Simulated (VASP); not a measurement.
Given:

```
CELL_PARAMETERS angstrom
      2.96379     0.00000     0.00000
      0.00000     2.96379     0.00000
      0.00000     0.00000     2.96379
ATOMIC_POSITIONS crystal
  Zr 0.00000 0.00000 0.00000
```

Method: r2SCAN meta-GGA, VASP's PBE PAW potentials (set 64) (plane waves; VASP). Settings: 400 eV cut-off, 11×11×11 Γ-centred mesh, first-order Methfessel-Paxton smearing of 0.10 eV, potentials Zr_sv.

Energy and stress use the plane-wave basis of the starting cell.

Task: The ions, cell shape and volume are relaxed. Predict the relaxed structure.

Result: 
```
CELL_PARAMETERS angstrom
      2.89969     0.00000     0.00000
      0.00000     2.89969     0.00000
      0.00000     0.00000     2.89969
ATOMIC_POSITIONS crystal
  Zr 0.00000 0.00000 0.00000
```
Space group Pm-3m (221), at a tolerance of 0.03 Å.

Task: How do energy and volume change from the first to the last step?

Result: The energy (σ→0) changes by -23.3 meV/atom and the volume by -6.3 %, in 3 ionic steps.

The structure was generated: Zr was put into the simple-cubic type (Pm-3m), which need not be its known phase. This run relaxes it. Symmetry was kept, so distortions that lower it aren't found.
